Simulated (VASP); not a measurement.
Given:

```yaml
crystal:
  lattice:
    - [4.20145, 0.00000, 0.00000]
    - [0.00000, 4.20145, 0.00000]
    - [0.00000, 0.00000, 4.20145]
  atoms:
    - { symbol: Ba, position: [0.00000, 0.00000, 0.00000] }
    - { symbol: Hf, position: [0.50000, 0.50000, 0.50000] }
    - { symbol: O, position: [0.50000, 0.00000, 0.50000] }
    - { symbol: O, position: [0.00000, 0.50000, 0.50000] }
    - { symbol: O, position: [0.50000, 0.50000, 0.00000] }
```

Computed with PBE GGA, VASP's PBE PAW potentials (set 64) (plane waves; VASP 6.6.1). Settings: 520 eV cut-off, Gaussian smearing of 0.050 eV, potentials Ba_sv Hf_pv O.

Unless said otherwise, spin-orbit coupling is left out, though it shifts the bands of the heavy elements here.

Q: Give the energies of bands 11 to 22 at the high-symmetry points, in eV from the valence-band maximum.

A: 
```tsv
band	Γ	X	M	R
11	-1.70	-3.89	-4.20	-4.38
12	-1.70	-2.06	-3.71	-3.67
13	-1.70	-2.06	-3.69	-3.67
14	-0.95	-1.80	-2.35	-2.51
15	-0.95	-1.69	-2.35	-2.51
16	-0.95	-1.69	-1.06	-2.51
17	-0.24	-1.64	-0.93	0.00
18	-0.24	-0.55	-0.93	0.00
19	-0.24	-0.55	-0.08	0.00
20	3.54	4.08	6.12	5.95
21	3.54	6.22	6.12	5.95
22	3.54	6.22	6.48	5.95
```

The gap is indirect, 3.54 eV, from the valence maximum at R to the conduction minimum at Γ.

The compound is BaHfO3 in the cubic perovskite structure. It was relaxed first.
